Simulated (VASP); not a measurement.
The system is BeTl.

```xyz
2
Lattice="3.3816 0.0000 0.0000 0.0000 3.3816 0.0000 0.0000 0.0000 3.3816" Properties=species:S:1:pos:R:3 pbc="T T T"
Be    1.6908    1.6908    1.6908
Tl    0.0000    0.0000    0.0000
```

The cell was built by a generator and needn't be a form met in nature.

```yaml
Program: VASP 6.6.1
Task: single point
Functional: PBE
Potentials_or_basis: VASP PAW PBE potentials, release 64 (Be, Tl_d)
Cutoff: 520 eV
k_mesh: 8 × 8 × 8
Occupations: fermi-dirac, width 0.05 eV
Spin: no spin polarisation
```

On this cell: pressure -0.6 GPa; largest force zero by symmetry; band gap on the k mesh none (metal or under the smearing width).

The same run follows on a disturbed copy (atoms moved at random, drawn with an rms of 0.05 Å):

```
CELL_PARAMETERS angstrom
3.38160 0.00000 0.00000
0.00000 3.38160 0.00000
0.00000 0.00000 3.38160
ATOMIC_POSITIONS crystal
Be 0.50032 0.49807 0.49243
Tl 0.00246 0.00438 0.99649
```

Question: What does the disturbed cell give?

Answer: The energy (extrapolated to zero smearing) moves by +0.1 meV/atom; pressure -0.5 GPa; largest force 0.018 eV/Å; band gap on the k mesh none (metal or under the smearing width).

Forces on the atoms (eV/Å):
```
Be   0.005  0.015  0.010
Tl  -0.005 -0.015 -0.010
```
